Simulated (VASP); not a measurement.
Consider the following.

```xyz
17
Lattice="5.8654 0.0000 0.0000 2.9327 5.0796 0.0000 0.0000 0.0000 21.3804" Properties=species:S:1:pos:R:3 pbc="T T T"
Ag     0.0000     0.0000     7.0984
Ag     2.9327     0.0000     7.0984
Ag     1.4664     2.5398     7.0984
Ag     4.3991     2.5398     7.0984
Ag     1.4664     0.8466     9.4929
Ag     4.3991     0.8466     9.4929
Ag     2.9327     3.3864     9.4929
Ag     5.8654     3.3864     9.4929
Ag     0.0000     1.6932    11.8875
Ag     2.9327     1.6932    11.8875
Ag     1.4664     4.2330    11.8875
Ag     4.3991     4.2330    11.8875
Ag     0.0000     0.0000    14.2820
Ag     2.9327     0.0000    14.2820
Ag     1.4664     2.5398    14.2820
Ag     4.3991     2.5398    14.2820
S      2.9327     1.6932    15.8031
```

Calculation: PBE GGA, VASP's PBE PAW potentials (set 64) (plane waves; VASP). Numerical set-up: PREC = Normal, EDIFF = 1E-5, 400 eV cut-off, 5×5×1 Γ-centred mesh, first-order Methfessel-Paxton smearing of 0.10 eV, potentials Ag S.

**Question.** The ions are relaxed. What does this cell relax into?

**Answer.** 
```xyz
17
Lattice="5.8654 0.0000 0.0000 2.9327 5.0796 0.0000 0.0000 0.0000 21.3804" Properties=species:S:1:pos:R:3 pbc="T T T"
Ag     2.9327     5.0796     7.1165
Ag     5.8654     5.0746     7.1180
Ag     7.3275     2.5423     7.1180
Ag     4.4034     2.5423     7.1180
Ag     1.4643     0.8454     9.5007
Ag     4.4011     0.8454     9.5007
Ag     2.9327     3.3888     9.5007
Ag     5.8654     3.3864     9.4745
Ag     5.8654     1.7003    11.8711
Ag     2.9327     1.6932    11.8275
Ag     7.3256     4.2294    11.8711
Ag     4.4052     4.2294    11.8711
Ag     2.9327     5.0796    14.2227
Ag     5.8654     5.0342    14.2554
Ag     7.2924     2.5625    14.2554
Ag     4.4384     2.5625    14.2554
S      2.9327     1.6932    15.9694
```

**Question.** How much energy does the relaxation gain?

**Answer.** The energy (σ→0) changes by -20.6 meV/atom, in 12 ionic steps.

The cell is a thin slab with vacuum, built from Ag (fcc): (111) face, S adsorbed.
